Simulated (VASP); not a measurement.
Write the native input for VASP 6.6.1 that does the following.

| Quantity | Value |
| --- | --- |
| Task | single point |
| Functional | HSE(alpha, omega) |
| Potentials or basis | VASP PAW PBE potentials, release 64 (Zn, Br) |
| Cutoff | 520 eV |
| k mesh | 3 × 3 × 3 |
| Occupations | fermi-dirac, width 0.05 eV |
| Spin | no spin polarisation |
| Screening parameter | 0.4 |
| Grid for exact exchange (PRECFOCK) | Fast |
| Further INCAR settings | ALGO = Normal; EDIFF = 1e-07 |

ZnBr:

```xyz
2
Lattice="4.9186 0.0000 0.0000 -2.4593 4.2597 0.0000 0.0000 0.0000 4.9865" Properties=species:S:1:pos:R:3 pbc="T T T"
Zn    0.0000    0.0000    2.4932
Br    0.0000    0.0000    0.0000
```

The cell was built by a generator and needn't be a form met in nature.

One way to write it, as run:

POSCAR

```
ZnBr
1.0
    4.9186300000      0.0000000000      0.0000000000
   -2.4593200000      4.2596600000      0.0000000000
    0.0000000000      0.0000000000      4.9864800000
Zn Br
1 1
Direct
    0.0000000000      0.0000000000      0.5000000000
    0.0000000000      0.0000000000      0.0000000000
```

INCAR.step1

```
PREC = Accurate
ENCUT = 520
EDIFF = 1E-5
ISMEAR = -1
SIGMA = 0.05
LREAL = False
LASPH = True
NELM = 100
ALGO = Normal
ISIF = 2
LWAVE = True
LCHARG = False
GGA = PE
```

INCAR.step2

```
PREC = Accurate
ENCUT = 520
EDIFF = 1E-7
ISMEAR = -1
SIGMA = 0.05
LREAL = False
LASPH = True
NELM = 100
ALGO = Normal
ISIF = 2
LWAVE = False
LCHARG = False
GGA = PE
LHFCALC = True
HFSCREEN = 0.4
AEXX = 0.25
PRECFOCK = Fast
ISTART = 1
```

KPOINTS

```
regular mesh
0
Gamma
  3 3 3
```

Potentials or basis: VASP PAW PBE potentials, release 64 (Zn, Br).

Run with:

```console
$ cat potpaw_PBE.64/Zn/POTCAR potpaw_PBE.64/Br/POTCAR > POTCAR
$ cp INCAR.step1 INCAR
$ mpirun -np 1 vasp_std > vasp.out
$ cp INCAR.step2 INCAR
$ mpirun -np 1 vasp_std > vasp.out
```

It gave:

```yaml
Pressure: 0.0 GPa
Band_gap_on_the_k_mesh: none (metal or under the smearing width)
```

Caveat: the k mesh is coarse (spacing up to 0.49 Å⁻¹), so the values aren't converged, least of all with exact exchange; the PAW data sets were made with another functional, which shifts forces and pressure a little; an odd number of electrons without spin polarisation forces a metal; a magnetic or distorted state may lie lower.

It took 59 s on 1 thread of Intel(R) Xeon(R) 6975P-C (Granite Rapids) (shared host), peak memory 0.32 GiB.
